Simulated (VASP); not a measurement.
# The Sommerfeld expansion tested on Nb

How do entropy and free energy of the electrons in Nb grow with the Fermi-Dirac width, and how far does the Sommerfeld expansion hold?

Main program and level: VASP 6.6.1; PBEsol; plane waves and PAW (Nb_sv), in the first sound run; inputs show where later runs differ.

Most raw output is cut from this account.

## (1) The structure

The structure is cubic, space group Im-3m (No. 229). The conventional cell has a = 3.300 Å, b = 3.300 Å, c = 3.300 Å, α = 90.00°, β = 90.00°, γ = 90.00°. Nearest to Nb lie 8 Nb at 2.86 Å.

## (2) Relax the crystal, PBEsol

The cell is relaxed and then held.

This step took 2 runs in a row; the last is shown.

Level: PBEsol; plane waves and PAW (Nb_sv).

Contents of INCAR:

```
SYSTEM = Nb
PREC = Accurate
ENCUT = 450
EDIFF = 1E-07
NELM = 120
ISMEAR = 1
SIGMA = 0.15
LREAL = .FALSE.
ALGO = Normal
GGA = PS
NBANDS = 12
LASPH = .TRUE.
LORBIT = 11
LWAVE = .FALSE.
LCHARG = .FALSE.
KPAR = 8
IBRION = 2
NSW = 40
ISIF = 3
EDIFFG = -0.005
POTIM = 0.4
```

Contents of POSCAR:

```
Nb
1.0
   -1.6345606791      1.6345606791      1.6345606791
    1.6345606791     -1.6345606791      1.6345606791
    1.6345606791      1.6345606791     -1.6345606791
Nb
1
Direct
    0.0000000000      0.0000000000      0.0000000000
```

Contents of KPOINTS:

```
Automatic mesh
0
Gamma
18 18 18
0 0 0
```

The projector-augmented-wave data sets are Nb_sv (PBE family, release 64).

Run with:

```console
$ mpirun -np 8 vasp_std
```

Wall time 12 s (8 MPI ranks of Intel Xeon 6975P-C (Granite Rapids), shared host); peak memory 1.1 GiB; 87 s of CPU time.

Read from the output:

| Property | Result |
| --- | --- |
| energy(sigma→0) of the program | -10.9497 eV |
| stress, compression positive | xx, yy, zz 0.00, 0.00, 0.00 GPa |
| volume | 17.460 Å³ |
| ionic steps | 3 |

## (3) Tetrahedra, PBEsol

Tetrahedra give the density of states at the Fermi level without smearing.

Level: PBEsol; plane waves and PAW (Nb_sv).

Contents of INCAR:

```
SYSTEM = Nb
PREC = Accurate
ENCUT = 450
EDIFF = 1E-08
NELM = 100
ISMEAR = -5
SIGMA = 0.15
LREAL = .FALSE.
ALGO = Normal
GGA = PS
NBANDS = 14
LASPH = .TRUE.
LORBIT = 11
LWAVE = .FALSE.
LCHARG = .FALSE.
KPAR = 2
ISIF = 2
NEDOS = 3001
```

Contents of POSCAR:

```
Nb
1.0
   -1.6342859560      1.6342859560      1.6342859560
    1.6342859560     -1.6342859560      1.6342859560
    1.6342859560      1.6342859560     -1.6342859560
Nb
1
Direct
    0.0000000000      0.0000000000      0.0000000000
```

Contents of KPOINTS:

```
Automatic mesh
0
Gamma
32 32 32
0 0 0
```

Run with:

```console
$ mpirun -np 2 vasp_std
```

It took 87 s on 2 MPI ranks; peak memory 0.71 GiB.

This run gave:

| Item | Value |
| --- | --- |
| energy(sigma→0) of the program | -10.9512 eV |

The run ends at a pressure of -0.12 GPa.

## (4) Electron temperature, PBEsol

One member in full: SIGMA = 0.075 eV.

Level: PBEsol; plane waves and PAW (Nb_sv).

INCAR: that of step 3 with these lines changed.

```diff
@@ -5,4 +5,4 @@
 NELM = 100
-ISMEAR = -5
-SIGMA = 0.15
+ISMEAR = -1
+SIGMA = 0.075
 LREAL = .FALSE.
@@ -17,2 +17 @@
 ISIF = 2
-NEDOS = 3001
```

POSCAR is that of step 3.

KPOINTS is that of step 3.

Run with:

```console
$ mpirun -np 2 vasp_std
```

It took 62 s on 2 MPI ranks; peak memory 0.49 GiB; 1.9 min of CPU time.

This run gave:

| Property | Result |
| --- | --- |
| energy(sigma→0) of the program | -10.9509 eV |
| stress, compression positive | xx, yy, zz 0.02, 0.02, 0.02 GPa |

The run ends at a pressure of 0.02 GPa.

## (5) The table

The other members went through these steps as far as the tables show, on the same mesh; 7 runs are not shown. The session took 0.32 core hours (wall time by ranks) on a shared machine.

```csv
width kT (eV),temperature (K),free energy less that of the narrowest width (meV/atom),TS (meV/atom),pressure (GPa),shift of the Fermi level (eV)
0.025,290,0.000,3.110,-0.129,0.000
0.050,580,-4.612,12.218,-0.061,0.005
0.075,870,-12.184,27.020,0.022,0.014
0.100,1160,-22.551,46.742,0.127,0.024
0.150,1741,?,?,0.409,0.047
0.200,2321,-87.450,162.592,0.780,0.072
0.300,3481,-183.375,330.786,1.770,0.126
```

## (6) The Sommerfeld expansion

At low temperature TS = (π²/3) g (kT)², so TS, twice the difference of energy(sigma→0) and the free energy, over (π²/3)(kT)² is an effective density of states: 1.513, 1.486, 1.460, 1.421, 1.236, 1.117 states/eV/atom in the rows shown.

Fitting a parabola to the 6 known rows (σ: width in eV) gives g = 0.3422 σ² − 1.622 σ + 1.566 in states/eV/atom; the residuals are 0.013 states/eV/atom r.m.s.

For the withheld row, σ = 0.15, the fit gives 1.331 states/eV/atom.

## (7) The withheld row

The calculation gives 1.324 states/eV/atom, so the prediction is 0.007 states/eV/atom too high, within twice the residual of the fit.

The parabola in σ is an empirical guide, not the expansion itself. Tetrahedra give g = 1.436 states/eV/atom at the Fermi level, the limit that the series should reach at zero width.

## (8) Outcome

```
density of states at the Fermi level, tetrahedra : 1.44 states/eV/atom
Sommerfeld coefficient from it                   : 3.38 mJ per mole of atoms and K²
pressure at the widest setting                   : 1.77 GPa
error of the predicted g                         : 0.007 states/eV/atom
```

**Reading.** Against the tetrahedron value, the effective density of states stands at +5 % at 0.025 eV, +3 % at 0.05 eV, -1 % at 0.1 eV, -22 % at 0.3 eV. At the widest setting the states within reach are sparser than those at the Fermi level. The narrow rows do not close in on the tetrahedron value; no test of the mesh was run. The bare coefficient lacks the electron-phonon enhancement of measured heat capacities.

[Lines on the potential files, build, host, timing and source positions are cut from VASP's logs without a mark.]

[Logs are printed without paths, hosts, clocks, repeated set-up lines and the standing remarks that a program may print on its own settings, such as how far it seeks lower states.]

[Hosts, paths, dates, database ids (printed as entryN), source tags and the programs' standing remarks are cut or masked in the printed files.]
